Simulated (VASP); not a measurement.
Consider the following.

```
CaO
1.0
    0.00000     2.45310     2.45310
    2.45310     0.00000     2.45310
    2.45310     2.45310     0.00000
Ca O
1 1
Direct
  0.00000   0.00000   0.00000
  0.50000   0.50000   0.50000
```

Calculation: PBE GGA, VASP's PBE PAW potentials (set 64) (plane waves; VASP 6.6.1). Settings: 520 eV cut-off, 8×8×8 Γ-centred mesh, Gaussian smearing of 0.050 eV, potentials Ca_sv O.

Q: What does the run give for the energy per atom (σ→0), pressure, band gap (on the k-mesh) with the smallest direct gap where there is one?

A: 
```yaml
band gap (on the k-mesh): 3.64 eV
smallest direct gap (on the k-mesh): 4.03 eV
energy per atom (σ→0): -6.396 eV/atom
pressure: -3.99 GPa
```

Total energies compare only between runs with the same potentials, cut-off and functional.

The compound is CaO in the rock salt structure. The cell was not relaxed at this level.
